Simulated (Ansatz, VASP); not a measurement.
This is a calculation of Zr3Ni for VASP 6.6.1. The cell comes from a database or a generator and needn't be the stable form of this composition.

Contents of INCAR:

```
SYSTEM = Zr3Ni
PREC = Accurate
ENCUT = 520
EDIFF = 1E-7
ISMEAR = -1
SIGMA = 0.05
LREAL = .False.
LASPH = .True.
NELM = 120
ALGO = Normal
ISIF = 2
LWAVE = .False.
LCHARG = .False.
ISPIN = 2
MAGMOM = 0 0 0 0 0 0 1 1
LORBIT = 11
LMAXMIX = 4
GGA = PE
NBANDS = 60
```

File KPOINTS:

```
regular mesh
0
Gamma
  5 5 6
  0 0 0
```

File POSCAR:

```
Zr3Ni
1.0
    6.0644184126      0.0000000000      0.0000000000
   -3.0322092063      5.2519404045      0.0000000000
    0.0000000000      0.0000000000      4.8962950000
Zr Ni
6 2
Direct
    0.1743470050      0.8256529950      0.2500000000
    0.1743470050      0.3486940100      0.2500000000
    0.3486940100      0.1743470050      0.7500000000
    0.8256529950      0.1743470050      0.7500000000
    0.8256529950      0.6513059900      0.7500000000
    0.6513059900      0.8256529950      0.2500000000
    0.6666666667      0.3333333333      0.2500000000
    0.3333333333      0.6666666667      0.7500000000
```

Potentials or basis: VASP PAW PBE potentials, release 64 (Zr_sv, Ni).

The run is started by

```bash
$ cat potpaw_PBE.64/Zr_sv/POTCAR potpaw_PBE.64/Ni/POTCAR > POTCAR
$ mpirun -np 1 vasp_std > vasp.out
```

**Question.** Translate it to Ansatz 0.2.0. Potentials or basis there: Ansatz PAW, cutoff 420 eV.

**Answer.** As run (cutoffs and basis follow the program's own potentials, and thresholds, step limits or extra output files can differ):

The input input.yaml:

```yaml
crystal:
  lattice:
    - [6.0644184126, 0.0, 0.0]
    - [-3.0322092063, 5.2519404045, 0.0]
    - [0.0, 0.0, 4.896295]
  atoms:
    - { symbol: Zr, position: [0.174347005, 0.825652995, 0.25] }
    - { symbol: Zr, position: [0.174347005, 0.34869401, 0.25] }
    - { symbol: Zr, position: [0.34869401, 0.174347005, 0.75] }
    - { symbol: Zr, position: [0.825652995, 0.174347005, 0.75] }
    - { symbol: Zr, position: [0.825652995, 0.65130599, 0.75] }
    - { symbol: Zr, position: [0.65130599, 0.825652995, 0.25] }
    - { symbol: Ni, position: [0.6666666667, 0.3333333333, 0.25], spin: 1.0 }
    - { symbol: Ni, position: [0.3333333333, 0.6666666667, 0.75], spin: 1.0 }
hamiltonian:
  xc: pbe
  pseudopotentials: { kind: paw }
magnetization:
  spin_polarized: true
kpoints:
  mp_grid: { grid: [5, 5, 6] }
scf:
  occupations: { method: fermi_dirac, width: 0.05 }
output:
  forces: true
  stress: true
  eigenvalues: true
```

Potentials or basis: Ansatz PAW.

The run is started by

```bash
$ ansatz run input.yaml --threads 4 --pin off --max-ram 10240MiB --backend cpu --events-out ev --progress --plain --runs-dir out
```

Both were run:

|  | VASP | Ansatz |
| --- | --- | --- |
| Pressure | 0.5 GPa | 0.4 GPa |
| Net moment | 0.00 μB per cell | 0.00 μB per cell |

Ansatz's pressure holds a Pulay term of +0.02 GPa for its cutoff of 420 eV, which the other run lacks.

The potentials hold 92 and 108 valence electrons a cell.

Where Ansatz's input types no cutoff or centring, it takes its own default and a Γ-centred mesh.

The magnetic state is the one that the start led to; the real crystal's order can differ.

Pressure is positive in compression.
